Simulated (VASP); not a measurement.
A VASP calculation is set up with these files.

File POSCAR:
```
ZrN
1.0
  2.8092461053   0.0000000000   0.0000000000
  0.0000000000   2.8092461053   0.0000000000
  0.0000000000   0.0000000000   2.8092461053
Zr N
1 1
Direct
  0.0000000000   0.0000000000   0.0000000000
  0.5000000000   0.5000000000   0.5000000000
```

INCAR:
```
SYSTEM  =  ZrN
PREC  =  Accurate; ENCUT  =  520; LREAL  =  .FALSE.
LASPH  =  .TRUE.
EDIFF  =  1E-7; NELM  =  100; ALGO  =  Normal
LMAXMIX  =  4
ISMEAR  =  -5
GGA  =  PS
ISIF  =  2
LWAVE  =  .FALSE.; LCHARG  =  .TRUE.; LORBIT  =  11
NEDOS  =  601
```

File KPOINTS:
```
Automatic mesh
0
Gamma
 14 14 14
```

POTCAR, in this order: Zr_sv N (PBE.64 set). Program: vasp_std.

Problem. Write an equivalent input for Quantum ESPRESSO's pw.x.

Solution. One equivalent input (not run):
```
&CONTROL
  calculation = 'scf'
  pseudo_dir = './pseudo'
  outdir = './out'
  tprnfor = .true.
  tstress = .true.
/
&SYSTEM
  ibrav = 0
  nat = 2
  ntyp = 2
  ecutwfc = 84
  occupations = 'tetrahedra'
  input_dft = 'pbesol'
/
&ELECTRONS
  conv_thr = 7.3e-09
  electron_maxstep = 100
/
ATOMIC_SPECIES
  Zr 91.224 Zr.upf
  N 14.007 N.upf
CELL_PARAMETERS angstrom
     2.8092461    0.0000000   -0.0000000
     0.0000000    2.8092461   -0.0000000
     0.0000000    0.0000000    2.8092461
ATOMIC_POSITIONS crystal
  Zr   0.0000000  0.0000000  0.0000000
  N    0.5000000  0.5000000  0.5000000
K_POINTS automatic
  14 14 14 0 0 0
```
Limits of the translation: the potentials are each code's own (VASP's PAW set, PseudoDojo norm-conserving files in pw.x), so ENCUT and ecutwfc are chosen apart and not converted; conv_thr bounds pw.x's estimated SCF error, while EDIFF bounds the energy change between steps.

The structure was generated: ZrN was put into the CsCl type type (Pm-3m), which need not be its known phase. It was relaxed first, which changed the volume by -32 %.
